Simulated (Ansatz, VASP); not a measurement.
This is a calculation of Rb3Sr for Ansatz 0.2.0.

Contents of input.yaml:

```yaml
crystal:
  lattice:
    - [-3.3421234777, 3.3421234777, 6.7909415152]
    - [3.3421234777, -3.3421234777, 6.7909415152]
    - [3.3421234777, 3.3421234777, -6.7909415152]
  atoms:
    - { symbol: Sr, position: [0.0, 0.0, 0.0] }
    - { symbol: Rb, position: [0.5, 0.5, 0.0] }
    - { symbol: Rb, position: [0.25, 0.75, 0.5] }
    - { symbol: Rb, position: [0.75, 0.25, 0.5] }
hamiltonian:
  xc: pbe
  pseudopotentials: { kind: paw }
kpoints:
  mp_grid: { grid: [6, 6, 6] }
scf:
  occupations: { method: fermi_dirac, width: 0.05 }
output:
  forces: true
  stress: true
  eigenvalues: true
```

Potentials or basis: Ansatz PAW.

Launch:

```sh
$ ansatz run input.yaml --threads 2 --pin off --max-ram 5120MiB --backend cpu --events-out ev --progress --plain --runs-dir out
```

Q: Set up the same calculation for VASP 6.6.1. Potentials there: VASP PAW PBE potentials, release 64 (Sr_sv, Rb_sv).

A: As run (the cutoff follows the program's own potentials):

Contents of INCAR:

```
SYSTEM = Rb3Sr
ALGO = Normal
EDIFF = 1E-7
ENCUT = 520
GGA = PE
ISIF = 2
ISMEAR = -1
LASPH = .True.
LCHARG = .False.
LREAL = .False.
LWAVE = .False.
NBANDS = 26
NELM = 100
PREC = Accurate
SIGMA = 0.05
```

Contents of KPOINTS:

```
k-points
0
Gamma
  6 6 6
  0 0 0
```

File POSCAR:

```
Rb3Sr
1.0
   -3.3421234777      3.3421234777      6.7909415152
    3.3421234777     -3.3421234777      6.7909415152
    3.3421234777      3.3421234777     -6.7909415152
Sr Rb
1 3
Direct
    0.0000000000      0.0000000000      0.0000000000
    0.5000000000      0.5000000000      0.0000000000
    0.2500000000      0.7500000000      0.5000000000
    0.7500000000      0.2500000000      0.5000000000
```

Potentials or basis: VASP PAW PBE potentials, release 64 (Sr_sv, Rb_sv).

Command:

```bash
$ cat potpaw_PBE.64/Sr_sv/POTCAR potpaw_PBE.64/Rb_sv/POTCAR > POTCAR
$ mpirun -np 1 vasp_std > vasp.out
```

Both were run:

|  | VASP | Ansatz | Ansatz less VASP |
| --- | --- | --- | --- |
| gap on the k mesh at the Fermi level (eV) | none | none | - |
| pressure (GPa) | 0.2 | 0.2 | 0.00 |

A gap of «none» marks a metal or a gap that the smearing closes. The functional is the same, so the differences come from potentials, cutoffs and numerics.
